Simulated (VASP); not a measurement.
```xyz
2
Lattice="0.0000 3.3000 3.3000 3.3000 0.0000 3.3000 3.3000 3.3000 0.0000" Properties=species:S:1:pos:R:3 pbc="T T T"
K      0.0000     0.0000     0.0000
Br     3.3000     3.3000     3.3000
```

The numbers are results of PBE GGA, VASP's PBE PAW potentials (set 64) (plane waves; VASP), not measurements. Numerical set-up: 300 eV cut-off, 6×6×6 Γ-centred mesh, Fermi-Dirac smearing of 0.050 eV, potentials K_sv Br.

Give the energies of bands 6 to 11 at the high-symmetry points, in eV from the valence-band maximum.

```json
[
 {"band": "6", "Γ": "0.00", "X": "-0.81", "U": "-0.70", "L": "-1.18", "W": "-0.59"},
 {"band": "7", "Γ": "0.00", "X": "-0.29", "U": "-0.64", "L": "-0.33", "W": "-0.59"},
 {"band": "8", "Γ": "0.00", "X": "-0.29", "U": "-0.33", "L": "-0.33", "W": "-0.54"},
 {"band": "9", "Γ": "4.43", "X": "5.86", "U": "6.59", "L": "6.59", "W": "7.39"},
 {"band": "10", "Γ": "7.60", "X": "7.20", "U": "8.15", "L": "8.23", "W": "7.39"},
 {"band": "11", "Γ": "7.60", "X": "9.37", "U": "8.47", "L": "9.76", "W": "8.26"}
]
```

The gap is direct, 4.43 eV, from the valence maximum at Γ to the conduction minimum at Γ.

The structure is a typed KBr crystal (Fm-3m). The cell was not relaxed at this level.
